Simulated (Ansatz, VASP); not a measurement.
**Zn3Ni in VASP and in Ansatz**

```xyz
4
Lattice="-1.7759 1.7759 3.7900 1.7759 -1.7759 3.7900 1.7759 1.7759 -3.7900" Properties=species:S:1:pos:R:3 pbc="T T T"
Zn    0.0000    1.7759    1.8950
Zn    1.7759    0.0000    1.8950
Zn    0.0000    0.0000    3.7900
Ni    0.0000    0.0000    0.0000
```

Alike in both runs: functional LDA; k mesh 16 × 16 × 16; occupations gaussian, width 0.1 eV; no spin polarisation.

Ansatz relaxed the structure, and its values are those at the end. VASP's run is a single point on that final structure, the one shown.

|  | VASP | Ansatz |
| --- | --- | --- |
| version | VASP 6.6.1 | Ansatz 0.2.0 |
| potentials or method | VASP PAW LDA potentials, release 64 (Zn, Ni) | scalar-relativistic, plane waves, PAW |
| plane-wave cutoff (eV) | 520 | 420 |
| valence electrons in the cell | 46 | 54 |

VASP gave:

* gap on the k mesh at the Fermi level (eV): none
* pressure (GPa): 0.9

**Question.** Which values does Ansatz return?

**Answer.** gap on the k mesh at the Fermi level (eV): none; pressure (GPa): 0.0.

A gap of «none» marks a metal or a gap that the smearing closes. The two sets of potentials don't hold the same shells in valence.

Spin polarisation is off, so any magnetic state and its effect on volume and gap are missing.
